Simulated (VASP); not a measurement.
# Adsorption sites of OH on Ag(100), part 2 of 2

Where does OH sit on Ag(100), and how strongly does it bind?

VASP 6.6.1, plane waves and PAW; the level of theory is named at each step.

So far. Step 6 (The free molecule): Energy at zero smearing: -7.71115 eV. Step 8 (Going on with the relaxation): The run ended after 3 ionic steps, 0.000 eV below its first step, once the forces on the free atoms met EDIFFG = -0.03.

### 9. Potential and states with the adsorbate, site ontop

A static run like the clean slab's shows how the vacuum level shifts, by charge transfer, by any dipole of the adsorbate and by the slab's own rearrangement.

Contents of INCAR:

```
SYSTEM = Ag16HO
PREC = Normal
ENCUT = 440
EDIFF = 1E-06
NELM = 120
ISMEAR = 1
SIGMA = 0.15
LREAL = Auto
ALGO = Fast
GGA = PS
NBANDS = 113
LASPH = .TRUE.
LORBIT = 11
LWAVE = .FALSE.
LCHARG = .FALSE.
KPAR = 2
NCORE = 2
IDIPOL = 3
LDIPOL = .TRUE.
DIPOL = 0.5 0.5 0.529
LVHAR = .TRUE.
LVACPOTAV = .TRUE.
NEDOS = 1500
```

Contents of POSCAR:

```
Ag16HO
1.0
    5.7288599428      0.0000000000      0.0000000000
    0.0000000000      5.7288599428      0.0000000000
    0.0000000000      0.0000000000     21.0763735710
Ag O H
16 1 1
Selective dynamics
Direct
    0.2500000000      0.2500000000      0.3558486900  F F F
    0.7500000000      0.2500000000      0.3558486900  F F F
    0.2500000000      0.7500000000      0.3558486900  F F F
    0.7500000000      0.7500000000      0.3558486900  F F F
    0.0000000000      0.0000000000      0.4519495600  F F F
    0.5000000000      0.0000000000      0.4519495600  F F F
    0.0000000000      0.5000000000      0.4519495600  F F F
    0.5000000000      0.5000000000      0.4519495600  F F F
    0.2491428207      0.2491428207      0.5481089623  T T T
    0.7508571793      0.2491428207      0.5481089623  T T T
    0.2491428207      0.7508571793      0.5481089623  T T T
    0.7508571793      0.7508571793      0.5481089623  T T T
    0.0000000000      0.0000000000      0.6415070245  T T T
    0.5000000000      0.0000000000      0.6434716524  T T T
    0.0000000000      0.5000000000      0.6434716524  T T T
    0.5000000000      0.5000000000      0.6397437121  T T T
    0.0000000000      0.0000000000      0.7376647721  T T T
    0.0000000000      0.0000000000      0.7836867168  T T T
```

Contents of KPOINTS:

```
Automatic mesh
0
Gamma
4 4 1
0 0 0
```

The projector-augmented-wave data sets are Ag, O and H (PBE family, release 64).

On the command line:

```console
$ mpirun -np 4 vasp_std
```

Elapsed: 2.5 min, on 4 MPI ranks of Intel Xeon Platinum 8488C (Sapphire Rapids), shared host; peak memory 1.2 GiB.

This step gave:

```yaml
electronic_cycles: 27
energy_at_zero_smearing: -57.8725 eV
fermi_energy: 0.5405 eV
dipole_moment: 0, 0, 0.09504 e·Å
vacuum_levels: 5.369, 4.844 eV
work_functions_of_the_upper_and_lower_face: 4.829, 4.304 eV
```

The planar average of the electrostatic potential oscillates, so the rows of the table below give means over windows of 1 Å about each position, cut where the curve ends. Its maxima inside the range that stand out by 2 % of the span (Å: eV): 8.5: -0.708, 10.5: -0.659, 12.6: -1.16, 15.0: 3.83. Its minima: 7.5: -15.3, 9.6: -15.4, 11.5: -15.3, 13.6: -15.2, 15.4: 3.34.

Zero at the Fermi level. Table of planar average of the electrostatic potential by height; means over each step:

| height (Å) | planar average of the electrostatic potential (eV) |
| --- | --- |
| 0 | 4.79 |
| 1 | 4.37 |
| 2 | 4.31 |
| 3 | 4.31 |
| 4 | 4.30 |
| 5 | 4.23 |
| 6 | 3.27 |
| 7 | -8.11 |
| 8 | -8.56 |
| 9 | -8.32 |
| 10 | -9.01 |
| 11 | -7.88 |
| 12 | -9.44 |
| 13 | -8.12 |
| 14 | -8.50 |
| 15 | 3.25 |
| 16 | 4.16 |
| 17 | 4.67 |
| 18 | 4.82 |
| 19 | 4.83 |
| 20 | 4.83 |

Density of states in the PAW spheres, an atom over height of the layer and energy from the Fermi level.

Ten even steps from '0' (0.00 states/eV) to '9' (4.09 states/eV), each cell a mean:
```
0000000
0000000
0000000
0000040
0000050
0000010
0000000
0002100
3344500
8778900
9657800
9557900
8567700
6775500
4554400
5665400
2762200
0330000
0001031
0000010
0000000
0000000
```
Columns: height of the layer (Å) from 7.5 to 16.5 (not evenly spaced); rows upwards: energy from the Fermi level (eV) from -7.9 to 0.5.

Force by atom:

| atom | x (eV/Å) | y (eV/Å) | z (eV/Å) | size |
| --- | --- | --- | --- | --- |
| Ag1 | 0.029 | 0.029 | 0.131 | 0.137 |
| Ag2 | -0.029 | 0.029 | 0.131 | 0.137 |
| Ag3 | 0.029 | -0.029 | 0.131 | 0.137 |
| Ag4 | -0.029 | -0.029 | 0.131 | 0.137 |
| Ag5 | 0.000 | 0.000 | -0.155 | 0.155 |
| Ag6 | 0.000 | 0.000 | -0.151 | 0.151 |
| Ag7 | 0.000 | 0.000 | -0.151 | 0.151 |
| Ag8 | 0.000 | 0.000 | -0.143 | 0.143 |
| Ag9 | -0.003 | -0.003 | 0.005 | 0.006 |
| Ag10 | 0.003 | -0.003 | 0.005 | 0.006 |
| Ag11 | -0.003 | 0.003 | 0.005 | 0.006 |
| Ag12 | 0.003 | 0.003 | 0.005 | 0.006 |
| Ag13 | 0.000 | 0.000 | 0.025 | 0.025 |
| Ag14 | 0.000 | 0.000 | 0.004 | 0.004 |
| Ag15 | 0.000 | 0.000 | 0.004 | 0.004 |
| Ag16 | 0.000 | 0.000 | 0.010 | 0.010 |
| O17 | 0.000 | 0.000 | 0.007 | 0.007 |
| H18 | 0.000 | 0.000 | 0.008 | 0.008 |

The map of layer states is cut here 0.5 eV above the Fermi level, so it leaves out the states above that.

At the end the adsorbate's closest contact with the slab is O-Ag at 2.03 Å, nearly straight above the slab's atom, and its lowest atom lies 1.99 Å above the highest atom of the slab.

The vacuum level lies 4.83 eV above the Fermi level at the upper face; the two faces differ by 0.52 eV, the step that the slab's dipole of 0.095 e·Å makes.

VASP counts the dipole in electrons times Å, so a positive number points the physical dipole along −c.

The program found no field-free point at its default tolerance, but its printed level agrees with the flat part of the planar average.

On this mesh the fine structure of the density of states is sampling noise, and high empty states may be cut by the number of bands.

### 10. Relaxing the adsorbate, site hollow

Contents of INCAR:

```
SYSTEM = Ag16HO
PREC = Normal
ENCUT = 440
EDIFF = 1E-05
NELM = 120
ISMEAR = 1
SIGMA = 0.15
LREAL = Auto
ALGO = Fast
GGA = PS
NBANDS = 113
LASPH = .TRUE.
LORBIT = 11
LWAVE = .FALSE.
LCHARG = .FALSE.
KPAR = 2
NCORE = 2
IBRION = 2
NSW = 50
ISIF = 2
EDIFFG = -0.03
POTIM = 0.4
MAXMIX = 40
IDIPOL = 3
LDIPOL = .TRUE.
DIPOL = 0.5 0.5 0.524
```

Contents of POSCAR:

```
Ag16HO
1.0
    5.7288599428      0.0000000000      0.0000000000
    0.0000000000      5.7288599428      0.0000000000
    0.0000000000      0.0000000000     21.0763735710
Ag O H
16 1 1
Selective dynamics
Direct
    0.2500000000      0.2500000000      0.3558486900  F F F
    0.7500000000      0.2500000000      0.3558486900  F F F
    0.2500000000      0.7500000000      0.3558486900  F F F
    0.7500000000      0.7500000000      0.3558486900  F F F
    0.0000000000      0.0000000000      0.4519495600  F F F
    0.5000000000      0.0000000000      0.4519495600  F F F
    0.0000000000      0.5000000000      0.4519495600  F F F
    0.5000000000      0.5000000000      0.4519495600  F F F
    0.2500000000      0.2500000000      0.5487188900  T T T
    0.7500000000      0.2500000000      0.5487188900  T T T
    0.2500000000      0.7500000000      0.5487188900  T T T
    0.7500000000      0.7500000000      0.5487188900  T T T
    0.0000000000      0.0000000000      0.6423821100  T T T
    0.5000000000      0.0000000000      0.6423821100  T T T
    0.0000000000      0.5000000000      0.6423821100  T T T
    0.5000000000      0.5000000000      0.6423821100  T T T
    0.2500000000      0.2500000000      0.6969455700  T T T
    0.2500000000      0.2500000000      0.7434431400  T T T
```

KPOINTS is that of step 9.

On the command line:

```console
$ mpirun -np 4 vasp_std
```

Elapsed: 13 min, on 4 MPI ranks; peak memory 1.3 GiB; 53 min of CPU time.

Relaxation path (22 of 31):

| step | energy less that of the first step (eV) | largest force (eV/Å) |
| --- | --- | --- |
| 1 | 0.0000 | 0.6004 |
| 2 | -0.0441 | 1.1026 |
| 4 | -0.0675 | 0.5852 |
| 5 | -0.0732 | 0.1380 |
| 7 | -0.0734 | 0.1426 |
| 8 | -0.0741 | 0.1150 |
| 10 | -0.0763 | 0.2759 |
| 11 | -0.0764 | 0.1976 |
| 12 | -0.0772 | 0.0625 |
| 14 | -0.0773 | 0.1743 |
| 15 | -0.0773 | 0.1091 |
| 17 | -0.0774 | 0.1306 |
| 18 | -0.0777 | 0.0976 |
| 20 | -0.0780 | 0.0847 |
| 21 | -0.0782 | 0.0423 |
| 22 | -0.0782 | 0.0626 |
| 24 | -0.0782 | 0.0509 |
| 25 | -0.0784 | 0.0408 |
| 27 | -0.0790 | 0.0859 |
| 28 | -0.0792 | 0.1006 |
| 30 | -0.0794 | 0.0388 |
| 31 | -0.0794 | 0.0156 |

The atoms that moved most (Å):

| atom | dx | dy | dz | length |
| --- | --- | --- | --- | --- |
| Ag9 | 0.000 | 0.000 | -0.074 | 0.074 |
| O17 | 0.000 | 0.000 | 0.055 | 0.055 |
| H18 | 0.000 | 0.000 | 0.054 | 0.054 |
| Ag13 | -0.025 | -0.025 | 0.000 | 0.035 |
| Ag16 | 0.025 | 0.025 | 0.000 | 0.035 |
| Ag14 | 0.025 | -0.025 | 0.000 | 0.035 |
| Ag15 | -0.025 | 0.025 | 0.000 | 0.035 |
| Ag10 | 0.000 | 0.000 | -0.024 | 0.024 |

Final coordinates:

```xyz
18
Lattice="5.7289 0.0000 0.0000 0.0000 5.7289 0.0000 0.0000 0.0000 21.0764" Properties=species:S:1:pos:R:3
Ag    1.4322    1.4322    7.5000
Ag    4.2966    1.4322    7.5000
Ag    1.4322    4.2966    7.5000
Ag    4.2966    4.2966    7.5000
Ag    0.0000    0.0000    9.5255
Ag    2.8644    0.0000    9.5255
Ag    0.0000    2.8644    9.5255
Ag    2.8644    2.8644    9.5255
Ag    1.4322    1.4322   11.4912
Ag    4.2966    1.4322   11.5413
Ag    1.4322    4.2966   11.5413
Ag    4.2966    4.2966   11.5748
Ag   -0.0247   -0.0247   13.5392
Ag    2.8892   -0.0247   13.5392
Ag   -0.0247    2.8892   13.5392
Ag    2.8892    2.8892   13.5392
O     1.4322    1.4322   14.7438
H     1.4322    1.4322   15.7235
```

The run ended after 31 ionic steps, 0.079 eV below its first step, once the forces on the free atoms met EDIFFG = -0.03.

### 11. Potential and states with the adsorbate, site hollow

Contents of INCAR:

```
SYSTEM = Ag16HO
PREC = Normal
ENCUT = 440
EDIFF = 1E-06
NELM = 120
ISMEAR = 1
SIGMA = 0.15
LREAL = Auto
ALGO = Fast
GGA = PS
NBANDS = 113
LASPH = .TRUE.
LORBIT = 11
LWAVE = .FALSE.
LCHARG = .FALSE.
KPAR = 2
NCORE = 2
IDIPOL = 3
LDIPOL = .TRUE.
DIPOL = 0.5 0.5 0.524
LVHAR = .TRUE.
LVACPOTAV = .TRUE.
NEDOS = 1500
```

Contents of POSCAR:

```
Ag16HO
1.0
    5.7288599428      0.0000000000      0.0000000000
    0.0000000000      5.7288599428      0.0000000000
    0.0000000000      0.0000000000     21.0763735710
Ag O H
16 1 1
Selective dynamics
Direct
    0.2500000000      0.2500000000      0.3558486900  F F F
    0.7500000000      0.2500000000      0.3558486900  F F F
    0.2500000000      0.7500000000      0.3558486900  F F F
    0.7500000000      0.7500000000      0.3558486900  F F F
    0.0000000000      0.0000000000      0.4519495600  F F F
    0.5000000000      0.0000000000      0.4519495600  F F F
    0.0000000000      0.5000000000      0.4519495600  F F F
    0.5000000000      0.5000000000      0.4519495600  F F F
    0.2500000000      0.2500000000      0.5452167959  T T T
    0.7500000000      0.2500000000      0.5475940328  T T T
    0.2500000000      0.7500000000      0.5475940328  T T T
    0.7500000000      0.7500000000      0.5491855100  T T T
    0.9956841965      0.9956841965      0.6423886635  T T T
    0.5043158035      0.9956841965      0.6423886635  T T T
    0.9956841965      0.5043158035      0.6423886635  T T T
    0.5043158035      0.5043158035      0.6423886635  T T T
    0.2500000000      0.2500000000      0.6995403527  T T T
    0.2500000000      0.2500000000      0.7460228198  T T T
```

KPOINTS is that of step 10.

On the command line:

```console
$ mpirun -np 4 vasp_std
```

It took 2 min on 4 MPI ranks; peak memory 1.2 GiB; 8.1 min of CPU time.

The planar average of the electrostatic potential oscillates, so the rows of the table below give means over windows of 2.05 Å about each position, cut where the curve ends. Its maxima inside the range that stand out by 2 % of the span (Å: eV): 1.9: 4.32, 8.5: -0.723, 10.5: -0.851, 12.6: -1.03. Its minima: 7.5: -15.3, 9.6: -15.4, 11.5: -15.4, 13.6: -15.3.

Zero at the Fermi level. The planar average of the electrostatic potential by height; means over each step:

| height (Å) | planar average of the electrostatic potential (eV) |
| --- | --- |
| 1.02 | 4.15 |
| 3.07 | 4.32 |
| 5.12 | 4.10 |
| 7.17 | -7.42 |
| 9.22 | -8.53 |
| 11.28 | -8.55 |
| 13.32 | -8.48 |
| 15.37 | 2.17 |
| 17.42 | 3.59 |
| 19.47 | 3.61 |

The map of layer states is cut here 0.5 eV above the Fermi level, so it leaves out the states above that.

At the end the adsorbate's closest contact with the slab is O-Ag at 2.39 Å, 2.06 Å to the side of the slab's atom, and its lowest atom lies 1.20 Å above the highest atom of the slab.

The vacuum level lies 3.61 eV above the Fermi level at the upper face; the two faces differ by 0.71 eV, the step that the slab's dipole of -0.130 e·Å makes.

VASP counts the dipole in electrons times Å, so a positive number points the physical dipole along −c.

The program found no field-free point at its default tolerance, but its printed level agrees with the flat part of the planar average.

On this mesh the fine structure of the density of states is sampling noise, and high empty states may be cut by the number of bands.

### 12. Relaxing the adsorbate, site bridge

Contents of INCAR:

```
SYSTEM = Ag16HO
PREC = Normal
ENCUT = 440
EDIFF = 1E-05
NELM = 120
ISMEAR = 1
SIGMA = 0.15
LREAL = Auto
ALGO = Fast
GGA = PS
NBANDS = 113
LASPH = .TRUE.
LORBIT = 11
LWAVE = .FALSE.
LCHARG = .FALSE.
KPAR = 2
NCORE = 2
IBRION = 2
NSW = 50
ISIF = 2
EDIFFG = -0.03
POTIM = 0.4
MAXMIX = 40
IDIPOL = 3
LDIPOL = .TRUE.
DIPOL = 0.5 0.5 0.526
```

Contents of POSCAR:

```
Ag16HO
1.0
    5.7288599428      0.0000000000      0.0000000000
    0.0000000000      5.7288599428      0.0000000000
    0.0000000000      0.0000000000     21.0763735710
Ag O H
16 1 1
Selective dynamics
Direct
    0.2500000000      0.2500000000      0.3558486900  F F F
    0.7500000000      0.2500000000      0.3558486900  F F F
    0.2500000000      0.7500000000      0.3558486900  F F F
    0.7500000000      0.7500000000      0.3558486900  F F F
    0.0000000000      0.0000000000      0.4519495600  F F F
    0.5000000000      0.0000000000      0.4519495600  F F F
    0.0000000000      0.5000000000      0.4519495600  F F F
    0.5000000000      0.5000000000      0.4519495600  F F F
    0.2500000000      0.2500000000      0.5487188900  T T T
    0.7500000000      0.2500000000      0.5487188900  T T T
    0.2500000000      0.7500000000      0.5487188900  T T T
    0.7500000000      0.7500000000      0.5487188900  T T T
    0.0000000000      0.0000000000      0.6423821100  T T T
    0.5000000000      0.0000000000      0.6423821100  T T T
    0.0000000000      0.5000000000      0.6423821100  T T T
    0.5000000000      0.5000000000      0.6423821100  T T T
    0.2500000000      0.0000000000      0.7088072000  T T T
    0.2500000000      0.0000000000      0.7553047600  T T T
```

KPOINTS is that of step 11.

On the command line:

```console
$ mpirun -np 4 vasp_std
```

The job ended after 25 min (4 MPI ranks; peak memory 1.4 GiB).

The run keeps the 4 symmetry operations of its start, so it cannot find a distortion of lower symmetry.

The steps of the relaxation (22 of 46):

| step | energy less that of the first step (eV) | largest force (eV/Å) |
| --- | --- | --- |
| 1 | 0.0000 | 2.6123 |
| 3 | -0.1278 | 2.3655 |
| 5 | -0.2388 | 0.4120 |
| 7 | -0.2450 | 0.3927 |
| 10 | -0.2546 | 0.3457 |
| 12 | -0.2608 | 0.2257 |
| 14 | -0.2651 | 0.1888 |
| 16 | -0.2680 | 0.1671 |
| 18 | -0.2687 | 0.1765 |
| 20 | -0.2762 | 0.0618 |
| 22 | -0.2774 | 0.0891 |
| 25 | -0.2774 | 0.1037 |
| 27 | -0.2783 | 0.1111 |
| 29 | -0.2791 | 0.0635 |
| 31 | -0.2794 | 0.1492 |
| 33 | -0.2794 | 0.1367 |
| 35 | -0.2802 | 0.1011 |
| 37 | -0.2805 | 0.1222 |
| 40 | -0.2813 | 0.0340 |
| 42 | -0.2813 | 0.0384 |
| 44 | -0.2815 | 0.0375 |
| 46 | -0.2819 | 0.0232 |

The atoms that moved most (Å):

| atom | dx | dy | dz | length |
| --- | --- | --- | --- | --- |
| O17 | 0.000 | 0.000 | 0.168 | 0.168 |
| H18 | 0.000 | 0.000 | 0.160 | 0.160 |
| Ag13 | -0.087 | 0.000 | 0.066 | 0.109 |
| Ag14 | 0.087 | 0.000 | 0.066 | 0.109 |
| Ag15 | -0.014 | 0.000 | -0.049 | 0.051 |
| Ag16 | 0.014 | 0.000 | -0.049 | 0.051 |
| Ag10 | 0.000 | -0.025 | -0.010 | 0.027 |
| Ag12 | 0.000 | 0.025 | -0.010 | 0.027 |

The relaxed structure:

```xyz
18
Lattice="5.7289 0.0000 0.0000 0.0000 5.7289 0.0000 0.0000 0.0000 21.0764" Properties=species:S:1:pos:R:3
Ag    1.4322    1.4322    7.5000
Ag    4.2966    1.4322    7.5000
Ag    1.4322    4.2966    7.5000
Ag    4.2966    4.2966    7.5000
Ag    0.0000    0.0000    9.5255
Ag    2.8644    0.0000    9.5255
Ag    0.0000    2.8644    9.5255
Ag    2.8644    2.8644    9.5255
Ag    1.4322    1.4221   11.5504
Ag    4.2966    1.4068   11.5550
Ag    1.4322    4.3068   11.5504
Ag    4.2966    4.3220   11.5550
Ag   -0.0873    0.0000   13.6051
Ag    2.9517    0.0000   13.6051
Ag   -0.0135    2.8644   13.4903
Ag    2.8779    2.8644   13.4903
O     1.4322    0.0000   15.1069
H     1.4322    0.0000   16.0789
```

The run ended after 46 ionic steps, 0.282 eV below its first step, once the forces on the free atoms met EDIFFG = -0.03.

### 13. Potential and states with the adsorbate, site bridge

Contents of INCAR:

```
SYSTEM = Ag16HO
PREC = Normal
ENCUT = 440
EDIFF = 1E-06
NELM = 120
ISMEAR = 1
SIGMA = 0.15
LREAL = Auto
ALGO = Fast
GGA = PS
NBANDS = 113
LASPH = .TRUE.
LORBIT = 11
LWAVE = .FALSE.
LCHARG = .FALSE.
KPAR = 2
NCORE = 2
IDIPOL = 3
LDIPOL = .TRUE.
DIPOL = 0.5 0.5 0.526
LVHAR = .TRUE.
LVACPOTAV = .TRUE.
NEDOS = 1500
```

Contents of POSCAR:

```
Ag16HO
1.0
    5.7288599428      0.0000000000      0.0000000000
    0.0000000000      5.7288599428      0.0000000000
    0.0000000000      0.0000000000     21.0763735710
Ag O H
16 1 1
Selective dynamics
Direct
    0.2500000000      0.2500000000      0.3558486900  F F F
    0.7500000000      0.2500000000      0.3558486900  F F F
    0.2500000000      0.7500000000      0.3558486900  F F F
    0.7500000000      0.7500000000      0.3558486900  F F F
    0.0000000000      0.0000000000      0.4519495600  F F F
    0.5000000000      0.0000000000      0.4519495600  F F F
    0.0000000000      0.5000000000      0.4519495600  F F F
    0.5000000000      0.5000000000      0.4519495600  F F F
    0.2500000000      0.2482276476      0.5480259185  T T T
    0.7500000000      0.2455660950      0.5482440598  T T T
    0.2500000000      0.7517723524      0.5480259185  T T T
    0.7500000000      0.7544339050      0.5482440598  T T T
    0.9847631829      0.0000000000      0.6455145292  T T T
    0.5152368171      0.0000000000      0.6455145292  T T T
    0.9976407077      0.5000000000      0.6400683522  T T T
    0.5023592923      0.5000000000      0.6400683522  T T T
    0.2500000000      0.0000000000      0.7167700131  T T T
    0.2500000000      0.0000000000      0.7628879805  T T T
```

KPOINTS is that of step 12.

On the command line:

```console
$ mpirun -np 4 vasp_std
```

It took 3 min on 4 MPI ranks; peak memory 1.4 GiB; 12 min of CPU time.

The map of layer states is cut here 0.5 eV above the Fermi level, so it leaves out the states above that.

At the end the adsorbate's closest contact with the slab is O-Ag at 2.14 Å, 1.52 Å to the side of the slab's atom, and its lowest atom lies 1.50 Å above the highest atom of the slab.

The vacuum level lies 4.07 eV above the Fermi level at the upper face; the two faces differ by 0.29 eV, the step that the slab's dipole of -0.053 e·Å makes.

VASP counts the dipole in electrons times Å, so a positive number points the physical dipole along −c.

The program found no field-free point at its default tolerance, but its printed level agrees with the flat part of the planar average.

On this mesh the fine structure of the density of states is sampling noise, and high empty states may be cut by the number of bands.

### 14. The sites side by side

This step: adsorption sites, PBEsol; plane waves and PAW (VASP 6.6.1).

No new run; the numbers come from the runs before.

The site's symmetry is kept, so a site may be a saddle point. All sites:

| site | adsorption energy (eV) | height over the top layer (Å) | shortest distance to the metal (Å) | bond in the molecule (Å) | change of the work function (eV) | sideways move (Å) |
| --- | --- | --- | --- | --- | --- | --- |
| ontop | -1.973 | 2.015 | 2.027 | 0.97 | 0.607 | 0 |
| hollow | -3.051 | 1.205 | 2.387 | 0.9797 | -0.6141 | 0 |
| bridge | -2.797 | 1.559 | 2.136 | 0.972 | -0.1472 | 0 |

Each adsorption energy is the energy with the adsorbate less the clean slab (-48.189 eV) and the reference (-7.711 eV, free OH).

### 15. Outcome

```json
{
  "ontop start": "-1.97 eV",
  "hollow start": "-3.05 eV",
  "bridge start": "-2.80 eV"
}
```

**Reading.** Among the starts that kept their site, OH is lowest at the hollow site of Ag(100), at -3.05 eV against free OH; bridge lies 0.25 eV higher and ontop lies 1.08 eV higher. At that site the work function falls by 0.61 eV from 4.22 eV. The bare lower face moves by +0.09 eV too, a measure of how thin the slab is. The molecule's bond runs from 0.970 Å (ontop) to 0.980 Å (hollow). Symmetry was kept, so any start that stayed on its site may sit on a saddle point. The slab is thin, and zero-point and thermal parts are left out.

[Lines on the potential files, build, host, timing and source positions are cut from VASP's logs without a mark.]

[Logs are printed without paths, hosts, clocks, repeated set-up lines and the standing remarks that a program may print on its own settings, such as how far it seeks lower states.]

[Hosts, paths, dates, database ids (printed as entryN), source tags and the programs' standing remarks are cut or masked in the printed files.]

[Runs that stopped without an error message from VASP are left out.]
